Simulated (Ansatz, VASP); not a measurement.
# Ge2MoAs4 (MoGe2As4 monolayer): VASP beside Ansatz

One calculation is typed for both programs; each brings its own data sets. How far apart do they land? The cell is taken from a series of runs on this material, whose earlier steps may have relaxed, scaled, displaced or heated it; both programs get it as it stands.

Program: Ansatz 0.2.0. Level of theory: plane waves, with VASP 6.6.1 beside it; single point at PBE with D3(BJ). Results are calculated unless marked as measured.

## (1) Set-up

The cell holds 7 atoms: 4 As, 2 Ge and 1 Mo. Cell: a = 3.632 Å, b = 3.632 Å, c = 28.170 Å, α = 90.0°, β = 90.0°, γ = 120.0°. Vacuum lies along c.

## (2) VASP: single point, PBE with D3(BJ)

With cell and atoms fixed, the geometry can't cause a difference; cores, projectors, grids and the points listed under the comparison can.

Lines of VASP's logs that name or quote its potential files are left out, and so is its time.

Input file INCAR:

```
SYSTEM = Ge2MoAs4
PREC = Accurate
ENCUT = 410
EDIFF = 1E-06
NELM = 120
ISMEAR = -1
SIGMA = 0.02585
LREAL = .FALSE.
ALGO = Normal
GGA = PE
IVDW = 12
NBANDS = 38
LASPH = .TRUE.
LORBIT = 11
LWAVE = .FALSE.
LCHARG = .FALSE.
ISIF = 2
LDIPOL = .TRUE.
IDIPOL = 3
DIPOL = 0.5 0.5 0.5
LVHAR = .TRUE.
GGA_COMPAT = .FALSE.
EFERMI = MIDGAP
NELMDL = -8
KPAR = 2
```

Input file POSCAR:

```
Ge2MoAs4
1.0
    3.6316246230      0.0000000000      0.0000000000
   -1.8158123115      3.1450791805      0.0000000000
    0.0000000000      0.0000000000     28.1696031185
As Ge Mo
4 2 1
Direct
    0.0000000000      0.0000000000      0.3194933192
    0.3333333333      0.6666666667      0.4478827886
    0.3333333333      0.6666666667      0.5521172114
    0.0000000000      0.0000000000      0.6805066808
    0.3333333333      0.6666666667      0.3618113373
    0.3333333333      0.6666666667      0.6381886627
    0.0000000000      0.0000000000      0.5000000000
```

Input file KPOINTS:

```
Automatic mesh
0
Gamma
12 12 1
0 0 0
```

PAW data sets: As, Ge_d and Mo_sv (PBE family, release 64).

Launch:

```console
mpirun -np 2 vasp_std
```

Numbers of over 12 decimals in the logs are rounded to 6 here.

Output:

```text
[banner, memory and clock lines left out]
running    2 mpi-ranks, on    1 nodes
 distrk:  each k-point on    1 cores,    2 groups
 distr:  one band on    1 cores,    1 groups

 POSCAR found type information on POSCAR AsGeMo
 POSCAR found :  3 types and       7 ions
 LDA part: xc-table for (Slater+PW92), standard interpolation
 POSCAR, INCAR and KPOINTS ok, starting setup
 FFT: planning ... GRIDC
 FFT: planning ... GRID_SOFT
 FFT: planning ... GRID
 WAVECAR not read
 entering main loop
       N       E                     dE             d eps       ncg     rms          rms(c)
DAV:   1     0.552644898722E+03    0.55264E+03   -0.27171E+04  1976   0.183E+03
DAV:   2     0.291642707249E+02   -0.52348E+03   -0.50913E+03  1694   0.505E+02
DAV:   3    -0.371959565399E+02   -0.66360E+02   -0.65435E+02  2042   0.148E+02
DAV:   4    -0.400675454293E+02   -0.28716E+01   -0.28513E+01  1794   0.354E+01
DAV:   5    -0.401797038857E+02   -0.11216E+00   -0.11204E+00  2170   0.644E+00
DAV:   6    -0.401817913486E+02   -0.20875E-02   -0.20866E-02  2136   0.739E-01
DAV:   7    -0.401818515549E+02   -0.60206E-04   -0.60202E-04  2214   0.114E-01
DAV:   8    -0.401818537998E+02   -0.22449E-05   -0.22448E-05  2080   0.193E-02    0.150E+01
DAV:   9    -0.394725927097E+02    0.70926E+00   -0.65890E+00  1594   0.111E+01    0.495E+00
DAV:  10    -0.393759498669E+02    0.96643E-01   -0.48158E+00  1840   0.107E+01    0.491E+00
DAV:  11    -0.389866240448E+02    0.38933E+00   -0.14510E+00  1774   0.542E+00    0.170E+00
DAV:  12    -0.389855110697E+02    0.11130E-02   -0.24186E-01  1652   0.202E+00    0.778E-01
DAV:  13    -0.389832052421E+02    0.23058E-02   -0.14810E-02  1896   0.678E-01    0.341E-01
DAV:  14    -0.389831253576E+02    0.79885E-04   -0.26797E-03  1764   0.223E-01    0.125E-01
[...]
DAV:  21    -0.389833275650E+02   -0.50805E-04   -0.37274E-06  1298   0.467E-03    0.163E-03
DAV:  22    -0.389833314981E+02   -0.39330E-05   -0.13295E-07  1218   0.181E-03    0.996E-04
DAV:  23    -0.389833424878E+02   -0.10990E-04   -0.12858E-06  1224   0.282E-03    0.759E-04
DAV:  24    -0.389833438240E+02   -0.13363E-05   -0.27711E-08  1150   0.126E-03    0.446E-04
DAV:  25    -0.389833484574E+02   -0.46334E-05   -0.15453E-07  1064   0.124E-03    0.275E-04
DAV:  26    -0.389833496471E+02   -0.11897E-05   -0.25027E-08  1078   0.597E-04    0.116E-04
DAV:  27    -0.389833515387E+02   -0.18916E-05   -0.75260E-08  1078   0.494E-04    0.781E-05
DAV:  28    -0.389833520087E+02   -0.46999E-06   -0.15050E-08  1022   0.291E-04
   1 F= -.41431225E+02 E0= -.41431225E+02  d E =-.307267E-06
```

Parts of OUTCAR (step 2):

```text
ion  position               nearest neighbor table
   1  0.000  0.000  0.319-   5 2.41   5 2.41   5 2.41
   2  0.333  0.667  0.448-   5 2.42   7 2.56   7 2.56   7 2.56
   3  0.333  0.667  0.552-   6 2.42   7 2.56   7 2.56   7 2.56
   4  0.000  0.000  0.681-   6 2.41   6 2.41   6 2.41
   5  0.333  0.667  0.362-   1 2.41   1 2.41   1 2.41   2 2.42
   6  0.333  0.667  0.638-   4 2.41   4 2.41   4 2.41   3 2.42
   7  0.000  0.000  0.500-   2 2.56   3 2.56   2 2.56   3 2.56   2 2.56   3 2.56

  LATTYP: Found a hexagonal cell.
 ALAT       =     3.6316246230
 C/A-ratio  =     7.7567496762

 Subroutine GETGRP returns: Found 12 space group operations
 (whereof 12 operations were pure point group operations)

The static configuration has the point symmetry D_3h.

 Found     19 irreducible k-points:

   k-points           NKPTS =     19   k-points in BZ     NKDIM =     19   number of bands    NBANDS=     38

   dimension x,y,z NGX =    24 NGY =   24 NGZ =  192
   dimension x,y,z NGXF=    48 NGYF=   48 NGZF=  384

   ENCUT  =  410.0 eV  30.13 Ry    5.49 a.u.   6.00  6.00 46.51*2*pi/ulx,y,z

   NELECT =      62.0000    total number of electrons

 k-points in reciprocal lattice and weights: Automatic mesh
   0.00000000  0.00000000  0.00000000       0.007
   0.08333333  0.00000000  0.00000000       0.042
   0.16666667  0.00000000  0.00000000       0.042
   0.25000000  0.00000000  0.00000000       0.042
   0.33333333  0.00000000  0.00000000       0.042
   0.41666667  0.00000000  0.00000000       0.042
   0.50000000  0.00000000  0.00000000       0.021
   0.08333333  0.08333333  0.00000000       0.042
   0.16666667  0.08333333  0.00000000       0.083
[...]
0.33333333  0.25000000  0.00000000       0.083
   0.33333333  0.33333333  0.00000000       0.014

 dipolmoment           0.000000      0.000000      0.000000 electrons x Angstroem

 average (electrostatic) potential at core
       1 -54.5318       2 -54.5822       3 -54.5822       4 -54.5318       5 -79.3814
       6 -79.3814       7 -81.7112

 E-fermi :   0.0287

 k-point     1 :       0.0000    0.0000    0.0000
  band No.  band energies     occupation
    ...
     27      -0.3280      2.00000
     28      -0.3054      2.00000
     29      -0.3054      2.00000
     30      -0.2767      1.99999
     31      -0.2767      1.99999
     32       2.0703      0.00000
     33       2.0902      0.00000
     34       2.6784      0.00000
     35       2.6784      0.00000
     36       2.9956      0.00000
    ...

 k-point     2 :       0.0833    0.0000    0.0000
  band No.  band energies     occupation
    ...
     27      -1.1804      2.00000
     28      -0.9139      2.00000
     29      -0.5119      2.00000
     30      -0.4760      2.00000
     31      -0.3153      2.00000
     32       2.2633      0.00000
     33       2.2724      0.00000
     34       2.8226      0.00000
     35       2.8315      0.00000
     36       2.8877      0.00000
    ...

 k-point     3 :       0.1667    0.0000    0.0000
  band No.  band energies     occupation
    ...
     27      -1.8071      2.00000
     28      -1.0221      2.00000
     29      -0.9661      2.00000
     30      -0.9184      2.00000
     31      -0.4820      2.00000
     32       1.7851      0.00000
     33       1.8102      0.00000
     34       2.6729      0.00000
     35       2.6923      0.00000
     36       2.9816      0.00000
    ...

 Edisp (eV)   -2.44787

  Total      -0.01902    -0.01902     0.07333     0.00000     0.00000    -0.00000
  in kB      -0.09470    -0.09470     0.36517     0.00000     0.00000    -0.00000
  external pressure =        0.06 kB  Pullay stress =        0.00 kB

  energy-cutoff  :      410.00
  volume of cell :      321.75
      direct lattice vectors                 reciprocal lattice vectors
     3.631624623  0.000000000  0.000000000     0.275358856  0.158978509  0.000000000
    -1.815812311  3.145079180  0.000000000     0.000000000  0.317957019  0.000000000
     0.000000000  0.000000000 28.169603118     0.000000000  0.000000000  0.035499258

 POSITION                                       TOTAL-FORCE (eV/Angst)
 -----------------------------------------------------------------------------------
      0.00000      0.00000      9.00000         0.000000      0.000000     -0.041737
     -0.00000      2.09672     12.61668         0.000000      0.000000     -0.008641
     -0.00000      2.09672     15.55292         0.000000      0.000000      0.008641
      0.00000      0.00000     19.16960         0.000000      0.000000      0.041737
     -0.00000      2.09672     10.19208        -0.000000     -0.000000      0.021746
     -0.00000      2.09672     17.97752        -0.000000     -0.000000     -0.021746
      0.00000      0.00000     14.08480        -0.000000      0.000000      0.000000
 -----------------------------------------------------------------------------------
    total drift:                               -0.000001      0.000001     -0.000000

  FREE ENERGIE OF THE ION-ELECTRON SYSTEM (eV)
  ---------------------------------------------------
  free  energy   TOTEN  =       -41.4312246660 eV

  energy  without entropy=      -41.4312243587  energy(sigma->0) =      -41.43122451

 vacuum level on the upper side and lower side of the slab         4.712         4.712

 total charge
# of ion       s       p       d       tot
------------------------------------------
    1        1.275   1.482   0.042   2.799
    2        1.215   1.537   0.062   2.814
    3        1.215   1.537   0.062   2.814
    4        1.275   1.482   0.042   2.799
    5        1.128   1.235  10.062  12.426
    6        1.128   1.235  10.062  12.426
    7        2.261   6.151   3.977  12.390
--------------------------------------------------
tot          9.499  14.658  24.311  48.468

[... 3 further parts left out ...]
```

## (3) Ansatz: single point, PBE with D3(BJ)

Ansatz runs on its default PAW (the set named soft_2) files.

The same cell, functional, mesh and smearing now go to Ansatz, which takes its cutoff from its data sets.

Input file input.yaml:

```yaml
crystal:
  lattice:
    - [3.631624623, 0.0, 0.0]
    - [-1.8158123115, 3.1450791805, 0.0]
    - [0.0, 0.0, 28.1696031185]
  atoms:
    - { symbol: As, position: [0.0, 0.0, 0.3194933192] }
    - { symbol: Ge, position: [0.3333333333, 0.6666666667, 0.3618113373] }
    - { symbol: As, position: [0.3333333333, 0.6666666667, 0.4478827886] }
    - { symbol: Mo, position: [0.0, 0.0, 0.5] }
    - { symbol: As, position: [0.3333333333, 0.6666666667, 0.5521172114] }
    - { symbol: Ge, position: [0.3333333333, 0.6666666667, 0.6381886627] }
    - { symbol: As, position: [0.0, 0.0, 0.6805066808] }
kpoints:
  mp_grid: { grid: [12, 12, 1] }
  band_path:
    path: [[0, 0, 0], [0.5, 0, 0], [0.33333333, 0.33333333, 0], [0, 0, 0]]
    npoints: 16
hamiltonian:
  xc: pbe
  dispersion: d3bj
scf:
  occupations: { method: fermi_dirac, width: 0.02585 }
  convergence: { dr2_threshold: 1.0e-10 }
efield:
  axis: 3
  dipole_correction: true
  ramp_position: 0.97
  ramp_width: 0.06
  amplitude: 0
output:
  dos: { projected: true, e_range: [-6, 5] }
  write_potential: true
  write_density: true
  volumetric_format: npy
  elf: true
```

Launch:

```console
ansatz run input.yaml --threads 4 --pin off --max-ram 6144MiB --backend cpu --events-out ev --progress --plain --runs-dir out
```

Output:

```text
Engine: ansatz 0.2.0, x86_64-unknown-linux-gnu
Pseudopotentials: kind: paw
Pseudopotential: As, paw, valence charge 15, recommended cutoff 420 eV (normal), As.paw.azcp
Pseudopotential: Ge, paw, valence charge 14, recommended cutoff 420 eV (normal), Ge.paw.azcp
Pseudopotential: Mo, paw, valence charge 14, recommended cutoff 420 eV (normal), Mo.paw.azcp
Functional definition: PBE
  parameter kappa = 0.804
  parameter beta = 0.066725
  exchange = pbe_x(kappa = kappa, mu = beta*pi^2/3)
  correlation = pbe_c(beta = beta)
Crystal: 7 atoms, lattice volume = 321.746 Å³
Basis set: ecut = 420 eV, 6227 PW (Γ)
Bands: 62, of which v1, the nominal top of the filled ones, is band 51 counted from 1 (50 counted from 0)
Symmetry: 6 space group operations
k-points: 19 of 144 (time reversal used)
Non-local potential: As, projectors of the file, l = 0: 2, l = 1: 2, l = 2: 3, l = 3: 1
Non-local potential: Ge, projectors of the file, l = 0: 2, l = 1: 2, l = 2: 3, l = 3: 1
Non-local potential: Mo, projectors of the file, l = 0: 3, l = 1: 2, l = 2: 2, l = 3: 1
PAW form: soft (Blöchl's): semilocal exchange-correlation on the pseudo side does not see the compensation charge
PAW one-centre angular grid: As, 590 points (default); XC on 64 Gauss nodes
PAW one-centre angular grid: Ge, 590 points (default); XC on 64 Gauss nodes
PAW one-centre angular grid: Mo, 590 points (default); XC on 64 Gauss nodes
Initial density: superposition of atomic densities (neutral atoms: chi_scale 0, normalization atom), corrected by the library's trained network
Initial wavefunctions: pseudopotential atomic-orbital guess
Functional: x = pbe(κ = 0.804, μ = 0.219515), c = pbe(β = 0.066725)
SCF iter   1: F=—  HF=-32973.402246 eV  |F-HF|=—  |Δ(HF+E_count)|=         —  Δρ=6.33e-3  dr2=1.12e0  ethr=1.77e-3  p=0.000 e·Å  D=3.16e-13 V/Å  ΔV_dip=-0.00 eV  dr2_dipole=1.73e-10  V_vac-E_F(+/−)=5.12/5.12 eV  ⟨swp⟩=7.2  Hψ=4599  notcnv=0  defer=5
efield: sawtooth ramp at fractional position 0.9700 (set: `efield.ramp_position`, or a place that a band, a saddle search or an elastic batch's reference lends), width 0.0600; the density the first Hamiltonian is built on has a dipole p = 0.000 e·Å; the dipole correction subtracts the counter field D = 3.16e-13 V/Å, which shifts the + side's vacuum level by -0.00 eV against the − side's; the planar-averaged density in the ramp window peaks in size at 2.9e-5 e/Å³
preconditioner: auto → LDOS  [insulator: Δε(μ)=0.145 eV  Ē_g=8.488 eV  σ=0.026 eV  W_gap=0.54  n_scr=74 (ndim 8)  ℏωp=12.1 eV  f_vac=0.528  D(μ)=0.73/eV (n_scr^D=4)  ε∞_Penn≈3.0  β→1.0]
SCF iter   2: F=—  HF=-32973.555127 eV  |F-HF|=—  |Δ(HF+E_count)|=   1.53e-1  Δρ=1.11e-2  dr2=2.76e0  ethr=1.09e-3  p=0.000 e·Å  D=1.14e-4 V/Å  ΔV_dip=-0.00 eV  dr2_dipole=1.98e-6  V_vac-E_F(+/−)=3.54/3.55 eV  ⟨swp⟩=2.9  Hψ=1662  notcnv=0  defer=81  recentre
preconditioner: auto → Resta (q_TF=auto, 2.253 Å⁻¹)  ε∞=3.0  [insulator: Δε(μ)=0.450 eV  Ē_g=8.450 eV  σ=0.026 eV  W_gap=1.00  n_scr=74 (ndim 8)  ℏωp=12.1 eV  f_vac=0.529  D(μ)=0.00/eV (n_scr^D=0)  ε∞_Penn≈3.0  vacuum switching on, ρ_ref=5.2e-3 e/Å³  β→0.5]
SCF iter   3: F=—  HF=-32973.325523 eV  |F-HF|=—  |Δ(HF+E_count)|=   2.30e-1  Δρ=1.20e-3  dr2=5.88e-3  ethr=1.09e-3  p=-0.000 e·Å  D=-3.62e-5 V/Å  ΔV_dip=0.00 eV  dr2_dipole=3.45e-7  V_vac-E_F(+/−)=4.64/4.64 eV  ⟨swp⟩=2.6  Hψ=1532  notcnv=0  defer=82
SCF iter   4: F=—  HF=-32973.324667 eV  |F-HF|=—  |Δ(HF+E_count)|=   8.56e-4  Δρ=3.68e-4  dr2=1.32e-3  ethr=5.76e-6  p=0.000 e·Å  D=1.76e-4 V/Å  ΔV_dip=-0.00 eV  dr2_dipole=7.59e-6  V_vac-E_F(+/−)=4.67/4.68 eV  ⟨swp⟩=3.1  Hψ=2199  notcnv=0  defer=80
SCF iter   5: F=—  HF=-32973.324688 eV  |F-HF|=—  |Δ(HF+E_count)|=   2.10e-5  Δρ=1.87e-4  dr2=2.80e-4  ethr=1.29e-6  p=-0.001 e·Å  D=-3.98e-4 V/Å  ΔV_dip=0.01 eV  dr2_dipole=3.81e-5  V_vac-E_F(+/−)=4.67/4.66 eV  ⟨swp⟩=2.0  Hψ=1266  notcnv=0  defer=80
SCF iter   6: F=—  HF=-32973.324694 eV  |F-HF|=—  |Δ(HF+E_count)|=   6.17e-6  Δρ=8.55e-5  dr2=1.97e-4  ethr=2.74e-7  p=0.001 e·Å  D=6.00e-4 V/Å  ΔV_dip=-0.02 eV  dr2_dipole=8.77e-5  V_vac-E_F(+/−)=4.66/4.68 eV  ⟨swp⟩=2.1  Hψ=1329  notcnv=0  defer=80
SCF iter   7: F=—  HF=-32973.324680 eV  |F-HF|=—  |Δ(HF+E_count)|=   1.44e-5  Δρ=6.68e-5  dr2=5.15e-5  ethr=1.94e-7  p=-0.000 e·Å  D=-1.61e-4 V/Å  ΔV_dip=0.00 eV  dr2_dipole=6.25e-6  V_vac-E_F(+/−)=4.67/4.67 eV  ⟨swp⟩=2.0  Hψ=1162  notcnv=0  defer=80
SCF iter   8: F=—  HF=-32973.324675 eV  |F-HF|=—  |Δ(HF+E_count)|=   5.22e-6  Δρ=2.61e-5  dr2=4.86e-6  ethr=5.05e-8  p=-0.000 e·Å  D=-1.99e-5 V/Å  ΔV_dip=0.00 eV  dr2_dipole=8.45e-8  V_vac-E_F(+/−)=4.67/4.67 eV  ⟨swp⟩=2.0  Hψ=1200  notcnv=0  defer=80
SCF iter   9: F=—  HF=-32973.324784 eV  |F-HF|=—  |Δ(HF+E_count)|=   1.09e-4  Δρ=6.92e-6  dr2=2.78e-7  ethr=4.77e-9  p=-0.000 e·Å  D=-8.84e-6 V/Å  ΔV_dip=0.00 eV  dr2_dipole=1.44e-8  V_vac-E_F(+/−)=4.68/4.68 eV  ⟨swp⟩=2.0  Hψ=1418  notcnv=0  defer=80
SCF iter  10: F=—  HF=-32973.324784 eV  |F-HF|=—  |Δ(HF+E_count)|=   2.15e-7  Δρ=2.22e-6  dr2=4.01e-8  ethr=2.73e-10  p=0.000 e·Å  D=2.53e-6 V/Å  ΔV_dip=-0.00 eV  dr2_dipole=1.83e-10  V_vac-E_F(+/−)=4.68/4.68 eV  ⟨swp⟩=2.2  Hψ=1532  notcnv=0  defer=80
SCF iter  11: F=—  HF=-32973.324784 eV  |F-HF|=—  |Δ(HF+E_count)|=   2.03e-8  Δρ=9.82e-7  dr2=1.26e-8  ethr=3.93e-11  p=-0.000 e·Å  D=-1.95e-6 V/Å  ΔV_dip=0.00 eV  dr2_dipole=2.02e-10  V_vac-E_F(+/−)=4.68/4.68 eV  ⟨swp⟩=2.0  Hψ=1339  notcnv=0  defer=80
SCF iter  12: F=—  HF=-32973.324784 eV  |F-HF|=—  |Δ(HF+E_count)|=   1.34e-9  Δρ=4.14e-7  dr2=1.51e-9  ethr=1.23e-11  p=0.000 e·Å  D=4.30e-7 V/Å  ΔV_dip=-0.00 eV  dr2_dipole=1.12e-11  V_vac-E_F(+/−)=4.68/4.68 eV  ⟨swp⟩=2.0  Hψ=1307  notcnv=0  defer=80
SCF iter  13: F=-32973.324784 eV  HF=-32973.324784 eV  |F-HF|=9.46e-11  |Δ(HF+E_count)|=  6.04e-10  Δρ=1.63e-7  dr2=8.81e-11  ethr=1.00e-12  p=-0.000 e·Å  D=-2.19e-8 V/Å  ΔV_dip=0.00 eV  dr2_dipole=2.38e-13  V_vac-E_F(+/−)=4.68/4.68 eV  ⟨swp⟩=10.4  Hψ=4717  notcnv=0
SCF 1 converged in 13 iterations: F = -32973.324784 eV  dr2 = 8.81e-11
  greatest PAW one-centre occupation: 0.999 electrons in one spin orbital (limit 2), on the As atom at site 4 (counted from 0), in its partial waves of l = 2
NSCF: frozen V_eff on 49 k-points
efield: sawtooth ramp at fractional position 0.9700 (kept from the solve that this one continues, or follows in the run), width 0.0600; the density the first Hamiltonian is built on has a dipole p = -0.000 e·Å; the dipole correction subtracts the counter field D = -2.19e-8 V/Å, which shifts the + side's vacuum level by +0.00 eV against the − side's; the planar-averaged density in the ramp window peaks in size at 1.2e-5 e/Å³
WARN: The output density's exchange-correlation potential varies sharply where the density is thin. Do not read a vacuum level from v_tot or v_xc, or from such a field of the output density. On a cell that repeats whose density bears no net charge and no dipole along the vacuum's axis use v_es (v_loc + v_h of the components); under efield.dipole_correction with no amplitude use v_es + v_field, which holds any externa [...]
SCF converged after 13 iterations
Free energy (F): -32973.324784 eV
Harris-Foulkes:  -32973.324784 eV  (|F-HF|=9.46e-11)
Internal energy: -32973.324784 eV  (E = F + TS)
E sigma→0 (E₀):  -32973.324784 eV
Entropy (-TS):   -0.000000 eV (-0.000 meV/atom)
Fermi energy:    2.364392 eV
Dipole field:    D = 0.000000 V/Å  (p = 0.000001 e·Å, saw-weighted, corrected)
Work function:   Φ+ = 4.6774 eV   Φ− = 4.6774 eV
Levels:          The Fermi level and band energies are counted from a zero that moves with the ramp; work functions are not
--- Per-component energies (eV) ---
  E_band       = -2184.779685
  E_kinetic    = 1077.220280
  E_local      = -136069.249640  (includes V_loc(G=0)·N_el)
  E_nonlocal   = -1700.160042
  E_hartree    = 67512.854580
  E_xc         = -651.616300
  E_vxc        = -675.382927  (∫ρ·V_xc dr)
  E_paw        = -14582.783462  (= ΣΔE_a)
  E_vpaw       = 157.082719  (= ΣTr[D̂ρ^β])
  E_aug_tail   = 0.000714  (compensation charges beyond the density's cutoff)
  E_efield     = 0.000000  (sawtooth field / dipole correction)
  E_vefield    = 0.000000  (∫n·V_field dr)
  E_ewald      = 51442.857274
  E_disp       = -2.448188  (pairwise vdW)
  E_smearing   = -0.000000  (= −TS)
  E_closure    = -0.000000  (closes the sum)
  Σ components = -32973.324784   (vs F -32973.324784, Δ=0.00e0)
--- Band table (eV; the first three rows and the last of 19) ---
  k-point 0: bands = [... 47 lower, 2.0353, 2.0353, 2.0636, 2.0636, 4.4104, 4.4313, 5.0111, 5.0111, ... 7 higher]
  k-point 1: bands = [... 47 lower, 1.4191, 1.8292, 1.8645, 2.0181, 4.5982, 4.6082, 5.1547, 5.1676, ... 7 higher]
  k-point 2: bands = [... 47 lower, 1.3068, 1.3757, 1.4227, 1.8514, 4.1201, 4.1451, 5.0080, 5.0228, ... 7 higher]
  k-point 18: bands = [... 47 lower, -0.3527, 0.5232, 1.2086, 1.9851, 2.6559, 2.8834, 3.8251, 3.9779, ... 7 higher]
```

In the SCF lines HF is the Harris–Foulkes energy and dr2 the Hartree energy of the density residual, in eV; the loop may stop once dr2 is under the threshold and the program's other checks hold. Hψ counts applications of the Hamiltonian.

## (4) Comparison

Known differences besides the potentials themselves: the data sets hold 102 valence electrons in Ansatz (on its default PAW (the set named soft_2) files) and 62 in VASP; the cutoff is 420 eV in Ansatz and 410 eV in VASP. Total energies have different zeros and are not compared.

Both answers:

```
              quantity  Ansatz   VASP  difference
gap on the k mesh (eV)   0.592  0.599      -0.007
```

A gap on the mesh is an upper bound, since the band edges may lie between its points. With vacuum in the cell, a pressure given here is an average over mostly empty space and none of the material.

## (5) Results

```yaml
difference_in_gap_on_the_k_mesh_single_point_pbe_with_d3_bj: -0.0067 eV
```

**Reading.** The difference in gap on the k mesh is -0.0067 eV (single point, PBE with D3(BJ)), within the 0.08 eV picked in this series as the mark of a large difference. The data sets hold unlike numbers of valence electrons (102 in Ansatz and 62 in VASP), so part of the differences comes from the potentials. Such differences can come from data sets, numerical settings and the points named under the comparisons, not from the functional's error against experiment.

[Lines on the potential files, build, host, timing and source positions are cut from VASP's logs without a mark.]

[Logs are printed without paths, hosts, clocks, repeated set-up lines and the standing remarks that a program may print on its own settings, such as how far it seeks lower states.]

[Hosts, paths, dates, database ids (printed as entryN), source tags and the programs' standing remarks are cut or masked in the printed files.]
